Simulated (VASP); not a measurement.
Input:

```xyz
4
Lattice="2.1510 -5.4300 0.0000 2.1510 5.4300 0.0000 0.0000 0.0000 4.0730" Properties=species:S:1:pos:R:3 pbc="T T T"
Y      2.1510    -3.9313     1.0183
Y      2.1510     3.9313     3.0548
Ga     2.1510    -0.9014     1.0183
Ga     2.1510     0.9014     3.0548
```

Calculation: LDA (Ceperley-Alder, Perdew-Zunger), VASP's LDA PAW potentials (set 64) (plane waves; VASP). Numerical set-up: 300 eV cut-off, 6×6×6 Γ-centred mesh, Fermi-Dirac smearing of 0.10 eV, potentials Y_sv Ga_d.

Q: Give the energies of bands 19 to 27 at the high-symmetry points, in eV from the Fermi level.

A: 
```json
[
 {"band": "19", "Γ": "-8.27", "Y": "-7.71", "C0": "-7.13", "Z": "-5.99", "A0": "-5.68", "T": "-5.58", "S": "-7.13", "R": "-5.74"},
 {"band": "20", "Γ": "-4.56", "Y": "-5.46", "C0": "-4.11", "Z": "-5.99", "A0": "-5.68", "T": "-5.58", "S": "-4.13", "R": "-5.74"},
 {"band": "21", "Γ": "-1.42", "Y": "-0.73", "C0": "-3.21", "Z": "-1.45", "A0": "-1.87", "T": "-2.81", "S": "-2.69", "R": "-1.51"},
 {"band": "22", "Γ": "-0.32", "Y": "-0.17", "C0": "-1.14", "Z": "-1.45", "A0": "-1.87", "T": "-2.81", "S": "-1.97", "R": "-1.51"},
 {"band": "23", "Γ": "-0.23", "Y": "0.01", "C0": "-0.69", "Z": "-0.63", "A0": "-0.73", "T": "-0.10", "S": "-0.65", "R": "-0.81"},
 {"band": "24", "Γ": "0.51", "Y": "0.12", "C0": "-0.55", "Z": "-0.63", "A0": "-0.73", "T": "-0.10", "S": "-0.61", "R": "-0.81"},
 {"band": "25", "Γ": "0.91", "Y": "0.35", "C0": "1.19", "Z": "-0.23", "A0": "0.32", "T": "0.68", "S": "0.92", "R": "0.00"},
 {"band": "26", "Γ": "1.47", "Y": "2.00", "C0": "1.53", "Z": "-0.23", "A0": "0.32", "T": "0.68", "S": "1.62", "R": "0.00"},
 {"band": "27", "Γ": "1.80", "Y": "2.35", "C0": "2.18", "Z": "3.82", "A0": "3.07", "T": "2.34", "S": "2.54", "R": "3.60"}
]
```

It has no gap at this level: it comes out as a metal or semimetal.

The structure comes from a measured YGa entry of the Crystallography Open Database, whose conditions weren't checked. The cell was not relaxed at this level.
